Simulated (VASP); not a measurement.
# SrTiO3 (Tausonite): input slips in a phonon run and what they do, part 2 of 2

Aim: see how common mistakes in a phonon run show up, on SrTiO3 (Tausonite). The starting structure is a measured crystal structure from the Crystallography Open Database.

VASP 6.6.1.

Results so far: reference T1u (3) 598.1 cm⁻¹.

## (3) Modes with a k mesh far too coarse

Level of this step: LDA, DFT+U (Ti d 4 eV), spin-polarised from a ferromagnetic start; plane waves and PAW (Sr_sv, Ti_sv, O) (VASP).

A slip made on purpose: a k mesh far too coarse. Against step 2 the input has a 1×1×1 mesh (also changed: NELM and KPAR).

Input file INCAR:

```
SYSTEM = SrTiO3
PREC = Accurate
ENCUT = 520
EDIFF = 1E-08
NELM = 60
ISMEAR = 0
SIGMA = 0.03
LREAL = .FALSE.
ALGO = Normal
GGA = CA
NBANDS = 28
ISPIN = 2
MAGMOM = 0 1 0 0 0
LDAU = .TRUE.
LDAUTYPE = 2
LDAUL = -1 2 -1
LDAUU = 0 4 0
LDAUJ = 0 0 0
LDAUPRINT = 1
LASPH = .TRUE.
LMAXMIX = 4
LORBIT = 11
LWAVE = .FALSE.
LCHARG = .FALSE.
IBRION = 6
NFREE = 2
POTIM = 0.015
NSW = 1
ISIF = 2
```

Input file POSCAR:

```
SrTiO3
1.0
    3.8886797529      0.0000000000      0.0000000000
    0.0000000000      3.8886797529      0.0000000000
    0.0000000000      0.0000000000      3.8886797529
Sr Ti O
1 1 3
Direct
    0.5000000000      0.5000000000      0.5000000000
    0.0000000000      0.0000000000      0.0000000000
    0.0000000000      0.0000000000      0.5000000000
    0.0000000000      0.5000000000      0.0000000000
    0.5000000000      0.0000000000      0.0000000000
```

Input file KPOINTS:

```
Automatic mesh
0
Gamma
1 1 1
0 0 0
```

PAW data sets: Sr_sv, Ti_sv and O (LDA family, release 64).

On the command line:

```sh
mpirun -np 4 vasp_std
```

The log of the run:

```text
[banner, memory and clock lines left out]
running    4 mpi-ranks, on    1 nodes
[...]
LDA part: xc-table for (Slater(with rela. corr.)+CA(PZ))
 , standard interpolation
 POSCAR, INCAR and KPOINTS ok, starting setup
[...]
entering main loop
       N       E                     dE             d eps       ncg     rms          rms(c)
DAV:   1     0.425295909881E+03    0.42530E+03   -0.20829E+04   112   0.152E+03
DAV:   2     0.485811285053E+01   -0.42044E+03   -0.39795E+03   120   0.434E+02
DAV:   3    -0.415814446149E+02   -0.46440E+02   -0.45967E+02   152   0.138E+02
DAV:   4    -0.435295016408E+02   -0.19481E+01   -0.19430E+01   140   0.242E+01
[...]
DAV:  58    -0.239771457071E+02    0.13745E+01   -0.18857E+00   176   0.103E+01    0.665E+00
DAV:  59    -0.235257202306E+02    0.45143E+00   -0.11778E-01   136   0.352E+00    0.600E+00
DAV:  60    -0.229857858967E+02    0.53993E+00   -0.14508E+00   128   0.615E+00
|                                                                             |
[...]
|     convergence or switching to a different ALGO or adjusting the           |
|     density mixing parameters otherwise.                                    |
|                                                                             |

   1 F= -.22985786E+02 E0= -.22952181E+02  d E =-.672104E-01  mag=     0.0778
[...]
|     The electronic self-consistency was not achieved in the given           |
[... from here on, the cycles between the ionic steps are left out ...]
   2 F= -.25330453E+02 E0= -.25330453E+02  d E =-.465501E-12  mag=    -0.2540
[...]
|     The electronic self-consistency was not achieved in the given           |
   3 F= -.22998929E+02 E0= -.22998910E+02  d E =-.389872E-04  mag=    -0.0714
   4 F= -.25447823E+02 E0= -.25438228E+02  d E =-.191895E-01  mag=     0.0751
   5 F= -.24235506E+02 E0= -.24226131E+02  d E =-.187484E-01  mag=     0.0000
   6 F= -.24220346E+02 E0= -.24211086E+02  d E =-.185200E-01  mag=    -0.0000
   7 F= -.24220346E+02 E0= -.24211090E+02  d E =-.185112E-01  mag=    -0.0000
   8 F= -.23665849E+02 E0= -.23654301E+02  d E =-.230958E-01  mag=    -0.0000
   9 F= -.23665849E+02 E0= -.23654301E+02  d E =-.230956E-01  mag=    -0.0000
 Finite differences progress:
  Degree of freedom:   4/  4
  Displacement:        2/  2
  Total:               8/  8
```

Wall time 26 s (4 MPI ranks of Intel Xeon 6975P-C (Granite Rapids), shared host); peak memory 0.46 GiB.

OUTCAR, selected parts (step 3):

```text
  Total       19.9723547     19.9723547     20.6609380      0.0000000      0.0000000      0.0000000
  in kB      544.1683980    544.1683980    562.9295941      0.0000000      0.0000000      0.0000000
  external PRESSURE =     550.4221300 kB  Pullay stress =       0.0000000 kB

 POSITION                                       TOTAL-FORCE (eV/Angst)
 -----------------------------------------------------------------------------------
      1.94434      1.94434      1.94434         0.000000      0.000000      0.180499
      0.00000      0.00000      0.00000        -0.000000      0.000000      7.663066
      0.00000      0.00000      1.92934        -0.000000      0.000000     -3.492951
      0.00000      1.94434      0.00000        -0.000000      0.000000     -2.175307
      1.94434      0.00000      0.00000         0.000000      0.000000     -2.175307
 -----------------------------------------------------------------------------------
    total drift:                               -0.000000     -0.000000      0.000152

  FREE ENERGIE OF THE ION-ELECTRON SYSTEM (eV)
  ---------------------------------------------------
  free  energy   TOTEN  =       -23.6658492058 eV

  energy  without entropy=      -23.6427536113  energy(sigma->0) =      -23.65430141

 magnetization (x)
# of ion       s       p       d       tot
------------------------------------------
    1        0.001  -0.008   0.025   0.017
    2        0.004  -0.008   1.081   1.078
    3       -0.010  -0.371   0.000  -0.381
    4       -0.010  -0.371   0.000  -0.381
    5       -0.010  -0.371   0.000  -0.381
--------------------------------------------------
tot         -0.025  -1.128   1.106  -0.047

[... 1 part as in an earlier step ...]

[... 2 further parts left out ...]
[key lines of the parts left out:]
E-fermi :   5.0671
```

The electronic loop didn't reach EDIFF within its 60 cycles (NELM).

## (4) Modes with a loose electronic threshold

A slip made on purpose: a loose electronic threshold. Against step 2 the input has EDIFF = 1E-04 (also changed: NELM).

Changes to INCAR since step 3:

```diff
@@ -3,3 +3,3 @@
 ENCUT = 520
-EDIFF = 1E-08
+EDIFF = 1E-04
 NELM = 60
@@ -24,2 +24,3 @@
 LCHARG = .FALSE.
+KPAR = 4
 IBRION = 6
```

POSCAR is that of step 3.

Input file KPOINTS:

```
Automatic mesh
0
Gamma
6 6 6
0 0 0
```

On the command line:

```sh
mpirun -np 4 vasp_std
```

The log of the run:

```text
[... set-up lines as in an earlier step ...]
 entering main loop
       N       E                     dE             d eps       ncg     rms          rms(c)
[... 12 cycles as in an earlier step ...]
DAV:  13    -0.413638782886E+02    0.10563E-04   -0.25031E-04  2344   0.159E-01
   1 F= -.41363878E+02 E0= -.41363878E+02  d E =-.380381E-46  mag=    -0.0000
[... from here on, the cycles between the ionic steps are left out ...]
   2 F= -.41363478E+02 E0= -.41363478E+02  d E =-.161696E-46  mag=     0.0000
   3 F= -.41363467E+02 E0= -.41363467E+02  d E =-.157772E-46  mag=     0.0000
   4 F= -.41362836E+02 E0= -.41362836E+02  d E =-.241694E-46  mag=     0.0000
   5 F= -.41362842E+02 E0= -.41362842E+02  d E =-.590704E-46  mag=    -0.0000
   6 F= -.41363433E+02 E0= -.41363433E+02  d E =-.261934E-46  mag=    -0.0000
   7 F= -.41363436E+02 E0= -.41363436E+02  d E =-.106343E-46  mag=     0.0000
   8 F= -.41361961E+02 E0= -.41361961E+02  d E =-.160723E-46  mag=    -0.0000
   9 F= -.41361950E+02 E0= -.41361950E+02  d E =-.126993E-46  mag=     0.0000
 Finite differences progress:
  Degree of freedom:   4/  4
  Displacement:        2/  2
  Total:               8/  8
```

Run time: 45 s. Hardware: 4 MPI ranks; peak memory 1.6 GiB.

OUTCAR, selected parts (step 4):

```text
  Total       -0.0208760     -0.0208760     -0.0018334      0.0000000      0.0000000     -0.0000000
  in kB       -0.5687898     -0.5687898     -0.0499520      0.0000000      0.0000000     -0.0000000
  external PRESSURE =      -0.3958439 kB  Pullay stress =       0.0000000 kB

 POSITION                                       TOTAL-FORCE (eV/Angst)
 -----------------------------------------------------------------------------------
      1.94434      1.94434      1.94434        -0.000000      0.000000     -0.019075
      0.00000      0.00000      0.00000         0.000000      0.000000     -0.083605
      0.00000      0.00000      1.92934         0.000000      0.000000      0.262371
      0.00000      1.94434      0.00000        -0.000000      0.000000     -0.079845
      1.94434      0.00000      0.00000        -0.000000      0.000000     -0.079845
 -----------------------------------------------------------------------------------
    total drift:                               -0.012440     -0.000000      0.009406

  FREE ENERGIE OF THE ION-ELECTRON SYSTEM (eV)
  ---------------------------------------------------
  free  energy   TOTEN  =       -41.3619504646 eV

  energy  without entropy=      -41.3619504646  energy(sigma->0) =      -41.36195046

 magnetization (x)
# of ion       s       p       d       tot
------------------------------------------
    1       -0.000  -0.000  -0.000  -0.000
    2       -0.000  -0.000  -0.000  -0.000
    3        0.000   0.000   0.000   0.000
    4        0.000   0.000   0.000   0.000
    5        0.000   0.000   0.000   0.000
--------------------------------------------------
tot         -0.000   0.000  -0.000   0.000

[... 2 parts as in an earlier step ...]

[... 1 further part left out ...]
[key lines of the parts left out:]
E-fermi :   4.4164
```

Three frequencies should lie near zero, those of the translations, and here fewer than three do (the smallest in size are -20.5, -20.5 and -20.5 cm⁻¹), so no mode of this run is used. As printed, the frequencies run from -20.5 to 613.9 cm⁻¹, imaginary ones as negative numbers.

The last energy, forces and stress in OUTCAR belong to the last displaced cell, not to that of POSCAR.

## (5) Modes with a cutoff far too low

A slip made on purpose: a cutoff far too low. Against step 2 the input has ENCUT = 220 (also changed: NELM).

Changes to INCAR since step 4:

```diff
@@ -2,4 +2,4 @@
 PREC = Accurate
-ENCUT = 520
-EDIFF = 1E-04
+ENCUT = 220
+EDIFF = 1E-08
 NELM = 60
```

POSCAR is that of step 4.

KPOINTS is that of step 4.

On the command line:

```sh
mpirun -np 4 vasp_std
```

The log of the run:

```text
[... set-up lines as in an earlier step ...]
 entering main loop
       N       E                     dE             d eps       ncg     rms          rms(c)
DAV:   1     0.239346112986E+03    0.23935E+03   -0.12526E+04  2296   0.846E+02
DAV:   2    -0.316438850994E+02   -0.27099E+03   -0.26109E+03  2684   0.297E+02
DAV:   3    -0.494028365400E+02   -0.17759E+02   -0.17686E+02  3372   0.782E+01
DAV:   4    -0.498151919428E+02   -0.41236E+00   -0.41143E+00  3256   0.946E+00
[...]
DAV:  15    -0.426299453364E+02    0.39988E-06   -0.13993E-06  2780   0.778E-03    0.794E-03
DAV:  16    -0.426299452722E+02    0.64157E-07   -0.53274E-07  2768   0.500E-03    0.257E-03
DAV:  17    -0.426299452750E+02   -0.27439E-08   -0.85693E-08  3308   0.209E-03
   1 F= -.42629945E+02 E0= -.42629945E+02  d E =-.690146E-45  mag=    -0.0000
[... from here on, the cycles between the ionic steps are left out ...]
   2 F= -.42629452E+02 E0= -.42629452E+02  d E =-.700589E-45  mag=    -0.0000
   3 F= -.42629452E+02 E0= -.42629452E+02  d E =-.701983E-45  mag=    -0.0000
   4 F= -.42627937E+02 E0= -.42627937E+02  d E =-.591473E-45  mag=    -0.0000
   5 F= -.42627937E+02 E0= -.42627937E+02  d E =-.593542E-45  mag=    -0.0000
   6 F= -.42629288E+02 E0= -.42629288E+02  d E =-.634110E-45  mag=     0.0000
   7 F= -.42629288E+02 E0= -.42629288E+02  d E =-.638024E-45  mag=    -0.0000
   8 F= -.42626681E+02 E0= -.42626681E+02  d E =-.641846E-45  mag=    -0.0000
   9 F= -.42626681E+02 E0= -.42626681E+02  d E =-.641487E-45  mag=    -0.0000
 Finite differences progress:
  Degree of freedom:   4/  4
  Displacement:        2/  2
  Total:               8/  8
```

It took 26 s on 4 MPI ranks; peak memory 0.74 GiB; 1.7 min of CPU time.

From OUTCAR (step 5):

```text
  Total      -45.6350489    -45.6350489    -45.6262404      0.0000000      0.0000000      0.0000000
  in kB    -1243.3762454  -1243.3762454  -1243.1362483      0.0000000      0.0000000      0.0000000
  external PRESSURE =   -1243.2962464 kB  Pullay stress =       0.0000000 kB

 POSITION                                       TOTAL-FORCE (eV/Angst)
 -----------------------------------------------------------------------------------
      1.94434      1.94434      1.94434         0.000000      0.000000     -0.017604
      0.00000      0.00000      0.00000        -0.000000      0.000000     -0.218433
      0.00000      0.00000      1.92934         0.000000      0.000000      0.435118
      0.00000      1.94434      0.00000         0.000000      0.000000     -0.099541
      1.94434      0.00000      0.00000        -0.000000      0.000000     -0.099541
 -----------------------------------------------------------------------------------
    total drift:                               -0.000003      0.000000      0.001306

  FREE ENERGIE OF THE ION-ELECTRON SYSTEM (eV)
  ---------------------------------------------------
  free  energy   TOTEN  =       -42.6266814833 eV

  energy  without entropy=      -42.6266814833  energy(sigma->0) =      -42.62668148

 magnetization (x)
# of ion       s       p       d       tot
------------------------------------------
    1       -0.000   0.000  -0.000   0.000
    2        0.000   0.000   0.000   0.000
    3       -0.000  -0.000   0.000  -0.000
    4       -0.000  -0.000   0.000  -0.000
    5       -0.000  -0.000   0.000  -0.000
--------------------------------------------------
tot         -0.000   0.000  -0.000   0.000

[... 1 part as in an earlier step ...]

[... 2 further parts left out ...]
[key lines of the parts left out:]
E-fermi :   4.4121
```

With a cutoff far too low the modes are T1u (3) 767.1, T1u (2) 330.8, T2u 290.5, T1u (1) 156.6 cm⁻¹; the largest shift is +169.0 cm⁻¹, in T1u (3), from the reference.

## (6) Modes with spin polarisation switched off

A slip made on purpose: spin polarisation switched off. Against step 2 the input has no ISPIN, no MAGMOM and another starting structure (also changed: NBANDS). The cell comes from a relaxation at this level, not shown (58.80 Å³).

Changes to INCAR since step 5:

```diff
@@ -2,5 +2,5 @@
 PREC = Accurate
-ENCUT = 220
+ENCUT = 520
 EDIFF = 1E-08
-NELM = 60
+NELM = 100
 ISMEAR = 0
@@ -10,5 +10,3 @@
 GGA = CA
-NBANDS = 28
-ISPIN = 2
-MAGMOM = 0 1 0 0 0
+NBANDS = 26
 LDAU = .TRUE.
```

Changes to POSCAR since step 5:

```diff
@@ -2,5 +2,5 @@
 1.0
-    3.8886797529      0.0000000000      0.0000000000
-    0.0000000000      3.8886797529      0.0000000000
-    0.0000000000      0.0000000000      3.8886797529
+    3.8886736166      0.0000000000      0.0000000000
+    0.0000000000      3.8886736166      0.0000000000
+    0.0000000000      0.0000000000      3.8886736166
 Sr Ti O
```

KPOINTS is that of step 5.

On the command line:

```sh
mpirun -np 4 vasp_std
```

The log of the run:

```text
[... set-up lines as in an earlier step ...]
 entering main loop
       N       E                     dE             d eps       ncg     rms          rms(c)
DAV:   1     0.424148666309E+03    0.42415E+03   -0.21096E+04  1040   0.166E+03
DAV:   2    -0.132348748423E+02   -0.43738E+03   -0.42501E+03  1256   0.455E+02
DAV:   3    -0.499447254580E+02   -0.36710E+02   -0.36553E+02  1208   0.136E+02
DAV:   4    -0.522518028773E+02   -0.23071E+01   -0.23038E+01  1772   0.285E+01
[...]
DAV:  17    -0.413638785931E+02   -0.95406E-09   -0.38563E-07  1584   0.480E-03    0.999E-04
DAV:  18    -0.413638785827E+02    0.10411E-07   -0.81320E-08  1326   0.297E-03    0.340E-04
DAV:  19    -0.413638785824E+02    0.28604E-09   -0.29063E-09   676   0.553E-04
   1 F= -.41363879E+02 E0= -.41363879E+02  d E =-.136204E-49
[... from here on, the cycles between the ionic steps are left out ...]
   2 F= -.41363471E+02 E0= -.41363471E+02  d E =-.150921E-47
   3 F= -.41363471E+02 E0= -.41363471E+02  d E =-.224529E-47
   4 F= -.41362838E+02 E0= -.41362838E+02  d E =-.249608E-47
   5 F= -.41362838E+02 E0= -.41362838E+02  d E =-.249497E-47
   6 F= -.41363433E+02 E0= -.41363433E+02  d E =-.362812E-47
   7 F= -.41363433E+02 E0= -.41363433E+02  d E =-.351318E-47
   8 F= -.41361946E+02 E0= -.41361946E+02  d E =-.298985E-47
   9 F= -.41361946E+02 E0= -.41361946E+02  d E =-.297150E-47
 Finite differences progress:
  Degree of freedom:   4/  4
  Displacement:        2/  2
  Total:               8/  8
```

Wall time 42 s (4 MPI ranks); peak memory 1.1 GiB; 2.7 min of CPU time.

From OUTCAR (step 6):

```text
  Total       -0.0005015     -0.0005015      0.0155001      0.0000000      0.0000000      0.0000000
  in kB       -0.0136633     -0.0136633      0.4223177      0.0000000      0.0000000      0.0000000
  external PRESSURE =       0.1316637 kB  Pullay stress =       0.0000000 kB

 POSITION                                       TOTAL-FORCE (eV/Angst)
 -----------------------------------------------------------------------------------
      1.94434      1.94434      1.94434         0.000000      0.000000     -0.018273
      0.00000      0.00000      0.00000        -0.000000      0.000000     -0.085042
      0.00000      0.00000      1.92934         0.000000      0.000000      0.257801
      0.00000      1.94434      0.00000        -0.000000      0.000000     -0.077243
      1.94434      0.00000      0.00000         0.000000      0.000000     -0.077243
 -----------------------------------------------------------------------------------
    total drift:                               -0.000002     -0.000000      0.000127

  FREE ENERGIE OF THE ION-ELECTRON SYSTEM (eV)
  ---------------------------------------------------
  free  energy   TOTEN  =       -41.3619455447 eV

  energy  without entropy=      -41.3619455447  energy(sigma->0) =      -41.36194554

[... 3 further parts left out ...]
[key lines of the parts left out:]
E-fermi :   4.4192
```

With spin polarisation switched off the modes are T1u (3) 598.1, T1u (2) 254.7, T2u 228.1, T1u (1) 126.2 cm⁻¹; the largest shift is -0.1 cm⁻¹, in T2u, from the reference.

## (7) Comparison

```tsv
run	ended	T1u (3)	T1u (2)	T2u	T1u (1)	core minutes
reference	converged	598.1	254.7	228.2	126.2	5.6
a k mesh far too coarse	not converged	-	-	-	-	1.73
a loose electronic threshold	finished, not usable	-	-	-	-	3.0
a cutoff far too low	converged	767.1	330.8	290.5	156.6	1.73
spin polarisation switched off	converged	598.1	254.7	228.1	126.2	2.8
```

Modes are in cm⁻¹, degenerate ones as one, matched between runs by symmetry and order. A number in brackets counts the listed modes of one symmetry from the lowest. The symmetry labels come from an automatic analysis and can be wrong where levels nearly coincide. Core minutes are wall time times ranks of the run shown, on a shared host.

## (8) Outcome

| Quantity | Value |
| --- | --- |
| T1u (3), reference | 598.1 cm⁻¹ |
| T1u (1), reference | 126.2 cm⁻¹ |
| T1u (3), a cutoff far too low | 767.1 cm⁻¹ |
| T1u (1), a cutoff far too low | 156.6 cm⁻¹ |
| T1u (3), spin polarisation switched off | 598.1 cm⁻¹ |
| T1u (1), spin polarisation switched off | 126.2 cm⁻¹ |
| run with a k mesh far too coarse | not converged |
| run with a loose electronic threshold | finished, not usable |

In words: The run with a k mesh far too coarse didn't converge. Finished, but so rough that the translations don't all come out near zero: a loose electronic threshold. Finished, but with signs in the output that stand out against the reference: a cutoff far too low, with modes off by up to +169 cm⁻¹, in T1u (3) (signs: a pressure of -124.3 GPa on the undisplaced cell). Little came of spin polarisation switched off in this material. The reference holds hardly any moment itself, so leaving spin out changes little against it; other magnetic starts weren't tried. The frequencies are harmonic, and the splitting of polar modes by their long-range field is left out. Further runs on this material are not shown.

[Lines on the potential files, build, host, timing and source positions are cut from VASP's logs without a mark.]

[Logs are printed without paths, hosts, clocks, repeated set-up lines and the standing remarks that a program may print on its own settings, such as how far it seeks lower states.]

[Hosts, paths, dates, database ids (printed as entryN), source tags and the programs' standing remarks are cut or masked in the printed files.]
